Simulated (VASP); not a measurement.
These are PBEsol GGA, VASP's PBE PAW potentials (set 64) (plane waves; VASP) values and carry that method's errors.

The input files of a VASP run:

KPOINTS:
```
Automatic mesh
0
gamma
 5 5 5
```

POSCAR:
```
GdSe
3.9990990
  0.0000000000   0.7071067758   0.7071067758
  0.7071067758   0.0000000000   0.7071067758
  0.7071067758   0.7071067758   0.0000000000
Gd Se
1 1
Cartesian
  0.0000000000   0.0000000000   0.0000000000
  0.7071067758   0.7071067758   0.7071067758
```

### INCAR
```
! general
SYSTEM   =  GdSe
PREC     =  Accurate
ENCUT    =  300   ! plane-wave cut-off (eV)
LREAL    =  F
LASPH    =  T

! electronic loop
EDIFF    =  1E-6
NELM     =  100   ! most electronic steps
ALGO     =  Normal   ! blocked Davidson
LMAXMIX  =  6

! smearing
ISMEAR   =  0   ! Gaussian
SIGMA    =  0.136

! functional
GGA      =  PS   ! PBEsol

! spin
ISPIN    =  2   ! spin-polarised
MAGMOM   =  7.0 0.0

! ions
ISIF     =  2

! output
LWAVE    =  F
LCHARG   =  F
LORBIT   =  11   ! lm-projected
```

POTCAR, in this order: Gd Se (PBE.64 set). Program: vasp_std.

Output of the run:

File OUTCAR:
```
 ion  position               nearest neighbor table
   1  0.000  0.000  0.000-   2 2.83   2 2.83   2 2.83   2 2.83   2 2.83   2 2.83
   2  0.500  0.500  0.500-   1 2.83   1 2.83   1 2.83   1 2.83   1 2.83   1 2.83
  LATTYP: Found a face centered cubic cell.
 ALAT       =     5.6555800000
 Subroutine PRICEL returns:
 Original cell was already a primitive cell.
 Subroutine GETGRP returns: Found 48 space group operations
The static configuration has the point symmetry O_h .
The dynamic configuration has the point symmetry O_h .
The overall configuration has the point symmetry O_h .
 Subroutine INISYM returns: Found 48 space group operations
 Subroutine IBZKPT returns following result:
 Found     10 irreducible k-points:

 Following reciprocal coordinates:
            Coordinates               Weight
  0.000000  0.000000  0.000000      1.000000
  0.200000  0.000000  0.000000      8.000000
  0.400000  0.000000  0.000000      8.000000
  0.200000  0.200000  0.000000      6.000000
  0.400000  0.200000  0.000000     24.000000
 -0.400000  0.200000  0.000000     24.000000
 -0.200000  0.200000  0.000000     12.000000
  0.400000  0.400000  0.000000      6.000000
...
```

OSZICAR:
```
       N       E                     dE             d eps       ncg     rms          rms(c)
DAV:   1     0.112386154944E+03    0.11239E+03   -0.66787E+03   976   0.205E+03
DAV:   2    -0.128940040101E+01   -0.11368E+03   -0.10268E+03   940   0.238E+02
DAV:   3    -0.151083233579E+02   -0.13819E+02   -0.13548E+02   924   0.810E+01
DAV:   4    -0.175181177039E+02   -0.24098E+01   -0.23983E+01  1492   0.268E+01
DAV:   5    -0.175671637549E+02   -0.49046E-01   -0.48955E-01  1128   0.453E+00    0.400E+01
DAV:   6    -0.217599851909E+02   -0.41928E+01   -0.16241E+01  1060   0.728E+01    0.651E+01
DAV:   7    -0.195866775318E+02    0.21733E+01   -0.33546E+00  1004   0.330E+01    0.300E+01
DAV:   8    -0.199915339141E+02   -0.40486E+00   -0.18919E+00  1024   0.305E+01    0.291E+01
DAV:   9    -0.196477856100E+02    0.34375E+00   -0.17693E+00   944   0.247E+01    0.497E+00
DAV:  10    -0.196996383749E+02   -0.51853E-01   -0.37520E-01  1224   0.804E+00    0.123E+01
DAV:  11    -0.197142904653E+02   -0.14652E-01   -0.35797E-02  1440   0.282E+00    0.919E+00
DAV:  12    -0.196830903618E+02    0.31200E-01   -0.87912E-02  1068   0.628E+00    0.442E+00
DAV:  13    -0.196811542214E+02    0.19361E-02   -0.25998E-02  1304   0.322E+00    0.188E+00
DAV:  14    -0.196819350315E+02   -0.78081E-03   -0.58949E-03  1272   0.549E-01    0.786E-01
DAV:  15    -0.196819788742E+02   -0.43843E-04   -0.12524E-03  1300   0.504E-01    0.525E-01
DAV:  16    -0.196819431590E+02    0.35715E-04   -0.32713E-04  1192   0.241E-01    0.627E-02
DAV:  17    -0.196819509306E+02   -0.77716E-05   -0.32012E-05  1528   0.736E-02    0.533E-02
DAV:  18    -0.196819518262E+02   -0.89563E-06   -0.21519E-05  1244   0.546E-02    0.832E-02
DAV:  19    -0.196819522455E+02   -0.41933E-06   -0.20712E-06   852   0.109E-02
   1 F= -.19681952E+02 E0= -.19675550E+02  d E =-.128046E-01  mag=     6.8071
```

### OUTCAR
```
------------------------ aborting loop because EDIFF is reached ----------------------------------------
  FORCE on cell =-STRESS in cart. coord.  units (eV):
  Direction    XX          YY          ZZ          XY          YZ          ZX
  --------------------------------------------------------------------------------------
  Total        1.2945030      1.2945030      1.2945030      0.0000000      0.0000000      0.0000000
  in kB       45.8608601     45.8608601     45.8608601      0.0000000      0.0000000      0.0000000
  external PRESSURE =      45.8608601 kB  Pullay stress =       0.0000000 kB
  volume of cell :       45.22
      direct lattice vectors                 reciprocal lattice vectors
     0.000000000  2.827790000  2.827790000    -0.176816525  0.176816525  0.176816525
     2.827790000  0.000000000  2.827790000     0.176816525 -0.176816525  0.176816525
     2.827790000  2.827790000  0.000000000     0.176816525  0.176816525 -0.176816525
 POSITION                                       TOTAL-FORCE (eV/Angst)
 -----------------------------------------------------------------------------------
      0.00000      0.00000      0.00000        -0.000000      0.000000     -0.000000
      2.82779      2.82779      2.82779         0.000000     -0.000000      0.000000
 -----------------------------------------------------------------------------------
    total drift:                                0.000000     -0.000000     -0.000000
  FREE ENERGIE OF THE ION-ELECTRON SYSTEM (eV)
  ---------------------------------------------------
  free  energy   TOTEN  =       -19.6819522455 eV

  energy  without entropy=      -19.6691475963  energy(sigma->0) =      -19.67554992

 total charge

# of ion       s       p       d       f       tot
--------------------------------------------------
    1        2.016   5.581   0.566   7.117  15.281
    2        1.435   2.494   0.050   0.000   3.979
--------------------------------------------------
tot          3.452   8.076   0.615   7.117  19.260

 magnetization (x)

# of ion       s       p       d       f       tot
--------------------------------------------------
    1       -0.005  -0.061   0.057   6.669   6.660
    2       -0.004  -0.031   0.001   0.000  -0.034
--------------------------------------------------
tot         -0.009  -0.092   0.058   6.669   6.627
```
(Selected blocks of OUTCAR.)

At this cut-off the stress carries a Pulay error, which pulls relaxed volumes low. The moments were started parallel, and other spin orders were not tried in this run.

The structure comes from a measured GdSe entry of the Crystallography Open Database, whose conditions weren't checked. The cell was not relaxed at this level, and its volume differs by -5.9 % from the start's. The k-mesh is coarse (spacing up to 0.38 per Å, 2π included), so the numbers may not be converged in it.
